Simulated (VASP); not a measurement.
# Ga₂ZnS₄ (space group P-42m): computed properties

All values below come from LDA (Ceperley-Alder, Perdew-Zunger), VASP's LDA PAW potentials (set 64) (plane waves; VASP 6.6.1).

For Ga2ZnS4, the space group comes out as P-42m (111). The cell is a = b = 5.103 Å, c = 5.242 Å, α = β = γ = 90.00°. The volume per atom is 19.50 Å³/atom. The band gap (over mesh and band path) is 2.10 eV and the smallest direct gap (over mesh and band path) is 2.10 eV. The band-edge character comes out as indirect, M-Γ at 0.78 to Γ and the density is 4.05 g/cm³. The optical Γ-point spectrum comes out as 98 (×2), 105, 127, 146 (×2), 264, 281, 284 (×2), 319 (×2), 347 (×2), 351, 351, 352, 354 cm⁻¹.

```yaml
crystal:
  lattice:
    - [5.10279, 0.00000, 0.00000]
    - [0.00000, 5.10279, 0.00000]
    - [0.00000, 0.00000, 5.24204]
  atoms:
    - { symbol: Zn, position: [0.00000, 0.00000, 0.00000] }
    - { symbol: Ga, position: [0.00000, 0.50000, 0.50000] }
    - { symbol: Ga, position: [0.50000, 0.00000, 0.50000] }
    - { symbol: S, position: [0.73305, 0.73305, 0.23768] }
    - { symbol: S, position: [0.73305, 0.26695, 0.76232] }
    - { symbol: S, position: [0.26695, 0.26695, 0.23768] }
    - { symbol: S, position: [0.26695, 0.73305, 0.76232] }
```

The structure comes from a computed database's Ga2ZnS4 entry (P-42m); how it stands against other phases isn't given here. It was relaxed first, which changed the volume by -6 %. Symmetry was kept, so distortions that lower it aren't found.
